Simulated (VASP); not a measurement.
Output of a VASP run:

File OSZICAR:
```
       N       E                     dE             d eps       ncg     rms          rms(c)
DAV:   1     0.283032234423E+01    0.28303E+01   -0.56612E+03  1376   0.115E+03
DAV:   2    -0.198058251616E+02   -0.22636E+02   -0.22006E+02  2200   0.127E+02
DAV:   3    -0.199373234987E+02   -0.13150E+00   -0.13150E+00  1416   0.132E+01
DAV:   4    -0.199375132075E+02   -0.18971E-03   -0.18971E-03  1928   0.534E-01
DAV:   5    -0.199375132626E+02   -0.55056E-07   -0.55048E-07  1424   0.607E-03    0.563E+00
DAV:   6    -0.194318464149E+02    0.50567E+00   -0.38841E-01  1384   0.486E+00    0.333E+00
DAV:   7    -0.192556728275E+02    0.17617E+00   -0.42890E-01  1600   0.517E+00    0.708E-01
DAV:   8    -0.192557201830E+02   -0.47355E-04   -0.15456E-03  1376   0.488E-01    0.302E-02
DAV:   9    -0.192557254994E+02   -0.53164E-05   -0.34256E-05  1944   0.556E-02    0.231E-02
DAV:  10    -0.192557306147E+02   -0.51153E-05   -0.31303E-06  1448   0.212E-02    0.458E-03
DAV:  11    -0.192557304769E+02    0.13772E-06   -0.27931E-08   680   0.172E-03
   1 F= -.19255730E+02 E0= -.19255730E+02  d E =-.192557E+02
```

### OUTCAR
```
------------------------ aborting loop because EDIFF is reached ----------------------------------------
  FORCE on cell =-STRESS in cart. coord.  units (eV):
  Direction    XX          YY          ZZ          XY          YZ          ZX
  --------------------------------------------------------------------------------------
  Total        0.0001636      0.0001636      0.0001636     -0.0000000     -0.0000000      0.0000000
  in kB        0.0233372      0.0233372      0.0233372     -0.0000000     -0.0000000      0.0000000
  external PRESSURE =       0.0233372 kB  Pullay stress =       0.0000000 kB
  volume of cell :       11.23
      direct lattice vectors                 reciprocal lattice vectors
     0.000000000  1.777321976  1.777321976    -0.281322128  0.281322128  0.281322128
     1.777321976  0.000000000  1.777321976     0.281322128 -0.281322128  0.281322128
     1.777321976  1.777321976  0.000000000     0.281322128  0.281322128 -0.281322128
 POSITION                                       TOTAL-FORCE (eV/Angst)
 -----------------------------------------------------------------------------------
      0.00000      0.00000      0.00000        -0.000000     -0.000000     -0.000000
      0.88866      0.88866      0.88866         0.000000      0.000000      0.000000
 -----------------------------------------------------------------------------------
    total drift:                                0.000000      0.000000      0.000000
  FREE ENERGIE OF THE ION-ELECTRON SYSTEM (eV)
  ---------------------------------------------------
  free  energy   TOTEN  =       -19.2557304769 eV

  energy  without entropy=      -19.2557304769  energy(sigma->0) =      -19.25573048

 reached required accuracy - stopping structural energy minimisation
```
(Selected blocks of OUTCAR.)

File POSCAR:
```
C
1
    0.0000000000     1.7773219757     1.7773219757
    1.7773219757    -0.0000000000     1.7773219757
    1.7773219757     1.7773219757     0.0000000000
C
2
Direct
  0.0000000000   0.0000000000   0.0000000000
  0.2500000000   0.2500000000   0.2500000000
```

Write an INCAR and KPOINTS that could have produced this output.

One answer among several that fit: the input of the run itself, PBEsol GGA, plane waves, VASP's PBE PAW potentials (set 64).

KPOINTS:
```
Automatic mesh
0
Gamma
13 13 13
0 0 0
```

**INCAR**
```
SYSTEM = C
PREC = Accurate
ENCUT = 620
EDIFF = 1E-6
NELM = 100
ALGO = Normal
LREAL = .FALSE.
LASPH = .TRUE.
ISMEAR = 0
SIGMA = 0.05
GGA = PS
LWAVE = .FALSE.
LCHARG = .FALSE.
IBRION = 2
ISIF = 3
NSW = 40
EDIFFG = -0.02
```

POTCAR, in this order: C (PBE.64 set). Program: vasp_std.

The compound is C in the diamond structure. It was relaxed first.
